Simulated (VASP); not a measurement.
An input for Quantum ESPRESSO's pw.x (written as the equivalent of a VASP run, and not itself run):

```
&CONTROL
  calculation = 'vc-relax'
  pseudo_dir = './pseudo'
  outdir = './out'
  tprnfor = .true.
  tstress = .true.
  nstep = 60
  forc_conv_thr = 0.00039
/
&SYSTEM
  ibrav = 0
  nat = 2
  ntyp = 2
  ecutwfc = 84
  occupations = 'smearing'
  smearing = 'gaussian'
  degauss = 0.003675
  input_dft = 'pbe'
/
&ELECTRONS
  conv_thr = 7.3e-08
  electron_maxstep = 100
/
&IONS
/
&CELL
/
ATOMIC_SPECIES
  Sr 87.620 Sr.upf
  O 15.999 O.upf
CELL_PARAMETERS angstrom
     3.1406116   -0.0000000   -0.0000000
     0.0000000    3.1406116   -0.0000000
    -0.0000000    0.0000000    3.1406116
ATOMIC_POSITIONS crystal
  Sr   0.0000000  0.0000000  0.0000000
  O    0.5000000  0.5000000  0.5000000
K_POINTS automatic
  8 8 8 0 0 0
```

Translate this input to VASP (INCAR, KPOINTS, POSCAR, choice of POTCAR).

This is not unique; one that fits is 
**POSCAR**
```
SrO
1.0
  3.1406116083   0.0000000000   0.0000000000
  0.0000000000   3.1406116083   0.0000000000
  0.0000000000   0.0000000000   3.1406116083
Sr O
1 1
Cartesian
  0.0000000000   0.0000000000   0.0000000000
  1.5703058041   1.5703058041   1.5703058041
```

KPOINTS:
```
kpoints
0
G
  8 8 8
```

INCAR:
```
# general
SYSTEM   =  SrO
PREC     =  Accurate
ENCUT    =  520   # plane-wave cut-off (eV)
LREAL    =  .FALSE.
LASPH    =  .TRUE.   # aspherical one-centre terms

# electronic loop
EDIFF    =  1E-6   # SCF stop (eV)
NELM     =  100
ALGO     =  Normal   # blocked Davidson
LMAXMIX  =  4   # l cut-off of mixed one-centre charges

# smearing
ISMEAR   =  0
SIGMA    =  0.05

# functional
GGA      =  PE

# ions
IBRION   =  2   # conjugate gradients
NSW      =  60   # most ionic steps
ISIF     =  3   # ions, shape and volume
EDIFFG   =  -0.01

# output
LWAVE    =  .FALSE.
LCHARG   =  .FALSE.
```

POTCAR, in this order: Sr_sv O (PBE.64 set). Program: vasp_std.

Limits of the translation: the potentials are each code's own (VASP's PAW set, PseudoDojo norm-conserving files in pw.x), so ENCUT and ecutwfc are chosen apart and not converted; conv_thr bounds pw.x's estimated SCF error, while EDIFF bounds the energy change between steps; forc_conv_thr acts on force components and is met together with etot_conv_thr.

The structure was generated: SrO was put into the CsCl type type (Pm-3m), which need not be its known phase. It was relaxed first, which changed the volume by -21 %. The start is the result of an earlier pass.
